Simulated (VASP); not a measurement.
# HfN: phonons from a supercell, part 2 of 3

How does the lattice of HfN vibrate? The start is a cell from a database of measured crystal structures.

VASP 6.6.1; PBEsol; plane waves and PAW (Hf_pv, N).

So far. Step 2 (Relax the host): The run ended after 3 ionic steps, 0.004 eV below its first step, once forces and stress met EDIFFG = -0.02. Step 3 (Tight relaxation): The run ended after 3 ionic steps, 0.000 eV below its first step, once forces and stress met EDIFFG = -0.002.

The database entry behind the starting cell differs from later determinations by our own check (about 0.3 % short), so it need not match the best structure at ambient conditions.

## 4. Force constants in the supercell

System of this step: HfN. The cell holds 54 atoms: 27 Hf and 27 N. Cell: a = 9.523 Å, b = 9.523 Å, c = 9.523 Å, α = 60.0°, β = 60.0°, γ = 60.0°. It derives from HfN.

Each independent atom is moved by 0.015 Å both ways; the forces give the force constants out to half the supercell.

Contents of INCAR:

```
SYSTEM = HfN
PREC = Accurate
ENCUT = 480
EDIFF = 1E-07
NELM = 120
ISMEAR = 1
SIGMA = 0.2
LREAL = Auto
ALGO = Fast
GGA = PS
LWAVE = .FALSE.
LCHARG = .FALSE.
KPAR = 4
IBRION = 6
NSW = 1
NFREE = 2
POTIM = 0.015
ISIF = 0
ADDGRID = .TRUE.
```

Contents of POSCAR:

```
HfN
1.0
    0.0000000000      6.7335629592      6.7335629592
    6.7335629592      0.0000000000      6.7335629592
    6.7335629592      6.7335629592      0.0000000000
Hf N
27 27
Direct
    0.0000000000      0.0000000000      0.0000000000
    0.0000000000      0.0000000000      0.3333333333
    0.0000000000      0.0000000000      0.6666666667
    0.0000000000      0.3333333333      0.0000000000
    0.0000000000      0.3333333333      0.3333333333
    0.0000000000      0.3333333333      0.6666666667
    0.0000000000      0.6666666667      0.0000000000
    0.0000000000      0.6666666667      0.3333333333
    0.0000000000      0.6666666667      0.6666666667
    0.3333333333      0.0000000000      0.0000000000
    0.3333333333      0.0000000000      0.3333333333
    0.3333333333      0.0000000000      0.6666666667
    0.3333333333      0.3333333333      0.0000000000
    0.3333333333      0.3333333333      0.3333333333
    0.3333333333      0.3333333333      0.6666666667
    0.3333333333      0.6666666667      0.0000000000
    0.3333333333      0.6666666667      0.3333333333
    0.3333333333      0.6666666667      0.6666666667
    0.6666666667      0.0000000000      0.0000000000
    0.6666666667      0.0000000000      0.3333333333
    0.6666666667      0.0000000000      0.6666666667
    0.6666666667      0.3333333333      0.0000000000
    0.6666666667      0.3333333333      0.3333333333
    0.6666666667      0.3333333333      0.6666666667
    0.6666666667      0.6666666667      0.0000000000
    0.6666666667      0.6666666667      0.3333333333
    0.6666666667      0.6666666667      0.6666666667
    0.1666666667      0.1666666667      0.1666666667
    0.1666666667      0.1666666667      0.5000000000
    0.1666666667      0.1666666667      0.8333333333
    0.1666666667      0.5000000000      0.1666666667
    0.1666666667      0.5000000000      0.5000000000
    0.1666666667      0.5000000000      0.8333333333
    0.1666666667      0.8333333333      0.1666666667
    0.1666666667      0.8333333333      0.5000000000
    0.1666666667      0.8333333333      0.8333333333
    0.5000000000      0.1666666667      0.1666666667
    0.5000000000      0.1666666667      0.5000000000
    0.5000000000      0.1666666667      0.8333333333
    0.5000000000      0.5000000000      0.1666666667
    0.5000000000      0.5000000000      0.5000000000
    0.5000000000      0.5000000000      0.8333333333
    0.5000000000      0.8333333333      0.1666666667
    0.5000000000      0.8333333333      0.5000000000
    0.5000000000      0.8333333333      0.8333333333
    0.8333333333      0.1666666667      0.1666666667
    0.8333333333      0.1666666667      0.5000000000
    0.8333333333      0.1666666667      0.8333333333
    0.8333333333      0.5000000000      0.1666666667
    0.8333333333      0.5000000000      0.5000000000
    0.8333333333      0.5000000000      0.8333333333
    0.8333333333      0.8333333333      0.1666666667
    0.8333333333      0.8333333333      0.5000000000
    0.8333333333      0.8333333333      0.8333333333
```

Contents of KPOINTS:

```
Automatic mesh
0
Gamma
4 4 4
0 0 0
```

PAW data sets: Hf_pv and N (PBE family, release 64).

Command:

```bash
$ mpirun -np 4 vasp_std
```

Log:

```text
[banner, memory and clock lines left out]
running    4 mpi-ranks, on    1 nodes
 distrk:  each k-point on    1 cores,    4 groups
 distr:  one band on    1 cores,    1 groups

 POSCAR found type information on POSCAR HfN
 POSCAR found :  2 types and      54 ions
 [... a notice as in an earlier step ...]

 LDA part: xc-table for (Slater+PW92), standard interpolation
 POSCAR, INCAR and KPOINTS ok, starting setup
 FFT: planning ... GRIDC
 FFT: planning ... GRID_SOFT
 FFT: planning ... GRID
 WAVECAR not read
 entering main loop
       N       E                     dE             d eps       ncg     rms          rms(c)
DAV:   1     0.240108273628E+04    0.24011E+04   -0.21275E+05  3896   0.158E+03
DAV:   2    -0.485007192987E+03   -0.28861E+04   -0.27737E+04  4632   0.432E+02
DAV:   3    -0.690193939553E+03   -0.20519E+03   -0.20193E+03  4648   0.919E+01
DAV:   4    -0.694512915801E+03   -0.43190E+01   -0.42745E+01  4520   0.135E+01
DAV:   5    -0.694615380151E+03   -0.10246E+00   -0.10198E+00  4528   0.173E+00    0.271E+02
RMM:   6    -0.619097871279E+03    0.75518E+02   -0.34913E+02  3888   0.252E+01    0.213E+02
RMM:   7    -0.621076921340E+03   -0.19791E+01   -0.64479E+01  3997   0.153E+01    0.510E+01
RMM:   8    -0.621263531092E+03   -0.18661E+00   -0.74783E+00  4070   0.451E+00    0.123E+01
RMM:   9    -0.621091459493E+03    0.17207E+00   -0.15361E+00  3896   0.240E+00    0.178E+00
RMM:  10    -0.621056889139E+03    0.34570E-01   -0.28901E-01  4014   0.926E-01    0.147E+00
RMM:  11    -0.621066936750E+03   -0.10048E-01   -0.10815E-01  4052   0.377E-01    0.734E-01
RMM:  12    -0.621065398022E+03    0.15387E-02   -0.51050E-02  3937   0.333E-01    0.311E-01
RMM:  13    -0.621063696312E+03    0.17017E-02   -0.81656E-03  3920   0.176E-01    0.324E-02
RMM:  14    -0.621063795574E+03   -0.99262E-04   -0.12817E-03  4252   0.427E-02    0.539E-02
RMM:  15    -0.621063785776E+03    0.97981E-05   -0.18683E-04  3998   0.166E-02    0.232E-02
RMM:  16    -0.621063788384E+03   -0.26084E-05   -0.30660E-05  4130   0.723E-03    0.251E-02
RMM:  17    -0.621063788248E+03    0.13667E-06   -0.55553E-06  3443   0.239E-03    0.898E-03
RMM:  18    -0.621063787432E+03    0.81575E-06   -0.51676E-06  3341   0.293E-03    0.273E-03
RMM:  19    -0.621063787480E+03   -0.48269E-07   -0.88664E-07  3419   0.155E-03
   1 F= -.62106379E+03 E0= -.62108912E+03  d E =0.760007E-01
 Found     2 degrees of freedom:
 Finite differences POTIM= 0.01500 DOF=   2
 bond charge predicted
       N       E                     dE             d eps       ncg     rms          rms(c)
DAV:   1    -0.621058479150E+03    0.53083E-02   -0.92660E-01  6912   0.186E+00    0.750E-01
RMM:   2    -0.621061476415E+03   -0.29973E-02   -0.31850E-02  6324   0.382E-01    0.355E-01
RMM:   3    -0.621061923755E+03   -0.44734E-03   -0.37863E-03  6834   0.136E-01    0.721E-02
RMM:   4    -0.621061975945E+03   -0.52190E-04   -0.49709E-04  7356   0.468E-02    0.807E-02
RMM:   5    -0.621061982610E+03   -0.66657E-05   -0.69235E-05  7029   0.179E-02    0.951E-02
RMM:   6    -0.621061983377E+03   -0.76671E-06   -0.15761E-05  6510   0.835E-03    0.838E-02
RMM:   7    -0.621061983706E+03   -0.32922E-06   -0.32706E-06  6292   0.351E-03    0.789E-02
RMM:   8    -0.621061983722E+03   -0.15323E-07   -0.65891E-07  4782   0.156E-03
   2 F= -.62106198E+03 E0= -.62108730E+03  d E =0.759492E-01
[...]
3 F= -.62106198E+03 E0= -.62108730E+03  d E =0.759484E-01
[...]
4 F= -.62106220E+03 E0= -.62108752E+03  d E =0.759607E-01
 Finite differences progress:
  Degree of freedom:   2/  2
  Displacement:        1/  2
  Total:               3/  4
 bond charge predicted
       N       E                     dE             d eps       ncg     rms          rms(c)
DAV:   1    -0.621060395891E+03    0.18077E-02   -0.31625E+00  6518   0.308E+00    0.129E+00
RMM:   2    -0.621062175788E+03   -0.17799E-02   -0.30234E-02  6320   0.302E-01    0.838E-01
RMM:   3    -0.621062071257E+03    0.10453E-03   -0.58411E-03  6538   0.118E-01    0.232E-01
RMM:   4    -0.621062194261E+03   -0.12300E-03   -0.13931E-03  6824   0.448E-02    0.128E-01
RMM:   5    -0.621062209097E+03   -0.14836E-04   -0.19515E-04  6948   0.186E-02    0.774E-02
RMM:   6    -0.621062210819E+03   -0.17212E-05   -0.28270E-05  6773   0.703E-03    0.129E-02
RMM:   7    -0.621062211042E+03   -0.22304E-06   -0.50059E-06  6069   0.307E-03    0.702E-03
RMM:   8    -0.621062211077E+03   -0.35623E-07   -0.99010E-07  5256   0.131E-03
   5 F= -.62106221E+03 E0= -.62108753E+03  d E =0.759606E-01
 Finite differences progress:
  Degree of freedom:   2/  2
  Displacement:        2/  2
  Total:               4/  4
```

Run time: 75 min. Hardware: 4 MPI ranks of AMD EPYC 7R43, shared host; peak memory 10 GiB.

Parts of OUTCAR (step 4):

```text
  LATTYP: Found a face centered cubic cell.
 ALAT       =    13.4671259184

The static configuration has the point symmetry O_h .

 Found      8 irreducible k-points:

   k-points           NKPTS =      8   k-points in BZ     NKDIM =      8   number of bands    NBANDS=    243

   dimension x,y,z NGX =    70 NGY =   70 NGZ =   70
   dimension x,y,z NGXF=   140 NGYF=  140 NGZF=  140

   ENCUT  =  480.0 eV  35.28 Ry    5.94 a.u.  17.01 17.01 17.01*2*pi/ulx,y,z

   NELECT =     405.0000    total number of electrons

 E-fermi :   8.3874

 k-point     1 :       0.0000    0.0000    0.0000
  band No.  band energies     occupation
    ...
    194       5.3594      2.00000
    195       5.3594      2.00000
    196       7.9896      2.01657
    197       7.9896      2.01657
    198       7.9896      2.01657
    199       8.9216     -0.00104
    200       8.9216     -0.00104
    201       8.9260     -0.00094
    202       8.9273     -0.00091
    203       8.9275     -0.00090
    ...

 k-point     2 :       0.2500    0.0000    0.0000
  band No.  band energies     occupation
    ...
    197       7.5163      2.00000
    198       7.5179      2.00000
    199       8.1769      2.05950
    200       8.2298      1.97370
    201       8.2299      1.97365
    202       8.6637     -0.06484
    203       8.6651     -0.06435
    204       8.6665     -0.06385
    205       8.9495     -0.00052
    206       9.1577     -0.00000
    ...

  energy-cutoff  :      480.00
  volume of cell :      610.61
      direct lattice vectors                 reciprocal lattice vectors
     0.000000000  6.733562959  6.733562959    -0.074254893  0.074254893  0.074254893
     6.733562959  0.000000000  6.733562959     0.074254893 -0.074254893  0.074254893
     6.733562959  6.733562959  0.000000000     0.074254893  0.074254893 -0.074254893

 POSITION                                       TOTAL-FORCE (eV/Angst)
 -----------------------------------------------------------------------------------
      0.00000      0.00000      0.00000        -0.001522     -0.002065     -0.002065
      2.24452      2.24452      0.00000        -0.005698      0.000000     -0.000235
      4.48904      4.48904      0.00000        -0.001047     -0.001633      0.001633
      2.24452      0.00000      2.24452        -0.005698     -0.000235      0.000000
      4.48904      2.24452      2.24452        -0.056721      0.000000      0.000000
      6.73356      4.48904      2.24452        -0.005947     -0.002977      0.000000
      4.48904      0.00000      4.48904        -0.001047      0.001633     -0.001633
      6.73356      2.24452      4.48904        -0.005947      0.000000     -0.002977
      8.97808      4.48904      4.48904         0.000205      0.000181      0.000181
      0.00000      2.24452      2.24452        -0.062166      0.000000      0.000000
      2.24452      4.48904      2.24452        -0.005698      0.000235      0.000000
      4.48904      6.73356      2.24452        -0.005703     -0.003416      0.000000
      2.24452      2.24452      4.48904        -0.005698      0.000000      0.000235
      4.48904      4.48904      4.48904        -0.001047     -0.001633     -0.001633
      6.73356      6.73356      4.48904        -0.001522     -0.002065      0.002065
      4.48904      2.24452      6.73356        -0.005703      0.000000     -0.003416
      6.73356      4.48904      6.73356        -0.001522      0.002065     -0.002065
      8.97808      6.73356      6.73356         0.000205     -0.000181     -0.000181
      0.00000      4.48904      4.48904        -0.001522      0.002065      0.002065
      2.24452      6.73356      4.48904         0.000205     -0.000181      0.000181
      4.48904      8.97808      4.48904        -0.005703      0.000000      0.003416
      2.24452      4.48904      6.73356         0.000205      0.000181     -0.000181
      4.48904      6.73356      6.73356        -0.001047      0.001633      0.001633
      6.73356      8.97808      6.73356        -0.005947      0.000000      0.002977
      4.48904      4.48904      8.97808        -0.005703      0.003416      0.000000
      6.73356      6.73356      8.97808        -0.005947      0.002977      0.000000
      8.97808      8.97808      8.97808         0.006407      0.000000      0.000000
      2.22952      2.24452      2.24452         0.210077      0.000000      0.000000
      4.48904      4.48904      2.24452         0.001408      0.001856      0.000000
      6.73356      6.73356      2.24452         0.001115      0.001564      0.000000
      4.48904      2.24452      4.48904         0.001408      0.000000      0.001856
      6.73356      4.48904      4.48904         0.000121     -0.000385     -0.000385
      8.97808      6.73356      4.48904        -0.001743     -0.000100      0.000100
      6.73356      2.24452      6.73356         0.001115      0.000000      0.001564
      8.97808      4.48904      6.73356        -0.001743      0.000100     -0.000100
     11.22260      6.73356      6.73356         0.000266     -0.000576     -0.000576
      2.24452      4.48904      4.48904        -0.001743      0.000100      0.000100
      4.48904      6.73356      4.48904         0.000266     -0.000576      0.000576
[...]
-----------------------------------------------------------------------------------
[...]
2.244521  4.489042  2.244521     0.000566    0.011048   -0.015159
      4.489042  6.733563  2.244521     0.020408    0.000581   -0.001494
      2.244521  2.244521  4.489042     0.009848    0.000907   -0.012381
      4.489042  4.489042  4.489042    -0.009841    0.004743    0.011414
      6.733563  6.733563  4.489042     0.000309   -0.005334    0.000967
      4.489042  2.244521  6.733563    -0.010567   -0.009322   -0.005922
      6.733563  4.489042  6.733563     0.000621   -0.015791   -0.004909
      8.978084  6.733563  6.733563    -0.010414    0.004753    0.010831
      0.000000  4.489042  4.489042     0.002183   -0.006581    0.009569
      2.244521  6.733563  4.489042    -0.001476   -0.016560   -0.007775
      4.489042  8.978084  4.489042    -0.021066    0.002781   -0.001794
      2.244521  4.489042  6.733563    -0.001280    0.006442    0.014332
      4.489042  6.733563  6.733563     0.011667    0.013789   -0.001318
      6.733563  8.978084  6.733563     0.009657   -0.000188   -0.013014
      4.489042  4.489042  8.978084     0.009400    0.000139   -0.013597
      6.733563  6.733563  8.978084    -0.011840    0.002771    0.007443
      8.978084  8.978084  8.978084     0.002756   -0.002594    0.006154
      2.244521  2.244521  2.244521     0.034503   -0.032477    0.077053
      4.489042  4.489042  2.244521     0.117695    0.001736   -0.170251
      6.733563  6.733563  2.244521    -0.148248    0.034692    0.093198
      4.489042  2.244521  4.489042    -0.263772    0.034827   -0.022461
      6.733563  4.489042  4.489042     0.027336   -0.082400    0.119809
      8.978084  6.733563  4.489042    -0.018480   -0.207343   -0.097348
      6.733563  2.244521  6.733563     0.120912   -0.002350   -0.162949
      8.978084  4.489042  6.733563    -0.016023    0.080664    0.179451
     11.222605  6.733563  6.733563     0.146076    0.172651   -0.016501
      2.244521  4.489042  4.489042     0.095885    0.195984    0.010358
      4.489042  6.733563  4.489042     0.014612   -0.094211    0.035211
[...]
8.978084  8.978084 11.222605     0.123303    0.011359   -0.155020
     11.222605 11.222605 11.222605    -0.123220    0.059383    0.142916

   2 f  =   16.388915 THz   102.974588 2PiTHz  546.675351 cm-1    67.779075 meV
             X         Y         Z           dx          dy          dz
      0.000000  0.000000  0.000000     0.000673    0.001160    0.005051
      2.244521  2.244521  0.000000    -0.004538   -0.007015   -0.018669
      4.489042  4.489042  0.000000     0.003115    0.005106    0.013618
      2.244521  0.000000  2.244521     0.008204    0.011241    0.012572
      4.489042  2.244521  2.244521    -0.003215    0.008379   -0.006057
      6.733563  4.489042  2.244521     0.003433   -0.011198   -0.006514
      4.489042  0.000000  4.489042     0.000100   -0.012401   -0.008645
      6.733563  2.244521  4.489042    -0.004106   -0.001364    0.012866
      8.978084  4.489042  4.489042    -0.003666    0.006093   -0.004221
      0.000000  2.244521  2.244521     0.003986   -0.006711    0.000931
      2.244521  4.489042  2.244521    -0.006886   -0.012755   -0.001304
      4.489042  6.733563  2.244521    -0.004772    0.011794    0.000374
      2.244521  2.244521  4.489042     0.002450    0.006861    0.012528
      4.489042  4.489042  4.489042     0.008325   -0.001326   -0.000115
      6.733563  6.733563  4.489042    -0.011525   -0.006285   -0.012413
      4.489042  2.244521  6.733563    -0.003554   -0.000150   -0.010576
      6.733563  4.489042  6.733563     0.007539    0.014080    0.010398
      8.978084  6.733563  6.733563     0.004436   -0.005509    0.000179
      0.000000  4.489042  4.489042    -0.004659    0.007649   -0.003883
      2.244521  6.733563  4.489042     0.011425   -0.012954   -0.012751
      4.489042  8.978084  4.489042     0.001657    0.013726    0.016634
      2.244521  4.489042  6.733563    -0.010654    0.012524    0.005526
      4.489042  6.733563  6.733563    -0.005110   -0.004956    0.008271
      6.733563  8.978084  6.733563     0.008092   -0.015240   -0.013797
      4.489042  4.489042  8.978084     0.003453   -0.020173   -0.013503
      6.733563  6.733563  8.978084    -0.003432    0.017909    0.007362
      8.978084  8.978084  8.978084    -0.000771    0.001514    0.006141
      2.244521  2.244521  2.244521    -0.009650    0.018959    0.076888
      4.489042  4.489042  2.244521     0.043239   -0.252589   -0.169065
      6.733563  6.733563  2.244521    -0.042978    0.224243    0.092178
      4.489042  2.244521  4.489042     0.020742    0.171866    0.208273
      6.733563  4.489042  4.489042    -0.058341    0.095776   -0.048621
      8.978084  6.733563  4.489042     0.143047   -0.162195   -0.159652
      6.733563  2.244521  6.733563     0.101319   -0.190825   -0.172750
      8.978084  4.489042  6.733563    -0.133398    0.156813    0.069187
     11.222605  6.733563  6.733563    -0.063981   -0.062048    0.103563
      2.244521  4.489042  4.489042    -0.045900    0.076289   -0.052855
      4.489042  6.733563  4.489042     0.001254   -0.155268   -0.108242
[...]
8.978084  8.978084 11.222605     0.030673    0.085906    0.156863
     11.222605 11.222605 11.222605     0.104241   -0.016599   -0.001445

   3 f  =   16.388915 THz   102.974588 2PiTHz  546.675351 cm-1    67.779075 meV
             X         Y         Z           dx          dy          dz
    [... 9114 further lines ...]
      6.733563  6.733563 11.222605     0.018089    0.048676    0.000599
      8.978084  8.978084 11.222605     0.018089    0.048676    0.000599
     11.222605 11.222605 11.222605     0.018089    0.048676    0.000599

 ELASTIC MODULI CONTR FROM IONIC RELAXATION (kBar)
 Direction    XX          YY          ZZ          XY          YZ          ZX
 --------------------------------------------------------------------------------
 XX           0.0000      0.0000      0.0000      0.0000      0.0000      0.0000
 YY           0.0000      0.0000      0.0000      0.0000      0.0000      0.0000
 ZZ           0.0000      0.0000      0.0000      0.0000      0.0000      0.0000
 XY           0.0000      0.0000      0.0000      0.0000      0.0000      0.0000
 YZ           0.0000      0.0000      0.0000      0.0000      0.0000      0.0000
 ZX           0.0000      0.0000      0.0000      0.0000      0.0000      0.0000
 --------------------------------------------------------------------------------

[... 1 part as in an earlier step ...]

[... 7 further parts left out ...]
```

The last energy, forces, stress and levels in OUTCAR belong to the last displaced cell, not to the cell of POSCAR.

This step gave:

```
electrons          : 405
lowest frequency   : 3.01e-6 cm⁻¹
highest frequency  : 556.2 cm⁻¹
dynamically stable : yes
zero point energy  : 61.94 meV/atom
heat capacity 300  : 19.53 J/K/mol of atoms
entropy 300        : 21.64 J/K/mol of atoms
```

(Part 2 of 3 ends here.)

[Lines on the potential files, build, host, timing and source positions are cut from VASP's logs without a mark.]

[Logs are printed without paths, hosts, clocks, repeated set-up lines and the standing remarks that a program may print on its own settings, such as how far it seeks lower states.]

[Hosts, paths, dates, database ids (printed as entryN), source tags and the programs' standing remarks are cut or masked in the printed files.]

[Runs that stopped without an error message from VASP are left out.]
